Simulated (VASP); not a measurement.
Set up this calculation in VASP 6.6.1, as the native input.

```yaml
Task: single point
Functional: PBE
Potentials_or_basis: VASP PAW PBE potentials, release 64 (Mg, C)
Cutoff: 520 eV
k_mesh: 6 × 6 × 4
Occupations: gaussian, width 0.1 eV
Spin: no spin polarisation
Dipole_correction: no
Further_INCAR_settings: ALGO = Fast; EDIFF = 1e-06; NBANDS = 16
```

The structure of Mg2C3 lies in POSCAR:

```
Mg2C3
1.0
    2.4143996597     -2.3499947540     -0.0033061948
    2.4143996597      2.3499947540     -0.0033061948
   -1.2331265393      0.0000000000      4.8601575087
Mg C
2 3
Direct
    0.8095596818      0.8095596818      0.1986989181
    0.1904403182      0.1904403182      0.8013010819
    0.3011181164      0.3011181164      0.2630436042
    0.6988818836      0.6988818836      0.7369563958
    0.5000000000      0.5000000000      0.5000000000
```

The input as run:

INCAR

```
SYSTEM = Mg2C3
PREC     = Accurate       ! precision mode
ENCUT    = 520            ! plane-wave cutoff, eV
EDIFF    = 1E-6           ! SCF threshold, eV
ISMEAR   = 0              ! smearing method
SIGMA    = 0.1            ! smearing width, eV
LREAL    = .FALSE.        ! projectors in reciprocal space
LASPH    = .TRUE.         ! aspherical terms in the spheres
NELM     = 100            ! most SCF steps
ALGO     = Fast           ! electronic algorithm
ISIF     = 2              ! what is computed and relaxed
LWAVE    = .FALSE.        ! write WAVECAR
LCHARG   = .FALSE.        ! write CHGCAR
GGA      = PE             ! functional
NBANDS   = 16             ! bands
```

KPOINTS

```
Automatic mesh
0
G
  6 6 4
  0 0 0
```

Potentials or basis: VASP PAW PBE potentials, release 64 (Mg, C).

Launch:

```sh
$ cat potpaw_PBE.64/Mg/POTCAR potpaw_PBE.64/C/POTCAR > POTCAR
$ mpirun -np 1 vasp_std > vasp.out
```

It gave:

```yaml
Pressure: -0.1 GPa
Largest_force: 0.077 eV/Å
Band_gap_on_the_k_mesh: 1.71 eV, indirect (least direct gap 2.36 eV)
```

Wall time 20 s on 1 thread of Intel(R) Xeon(R) 6975P-C (Granite Rapids), with other jobs on the host, peak memory 0.19 GiB.
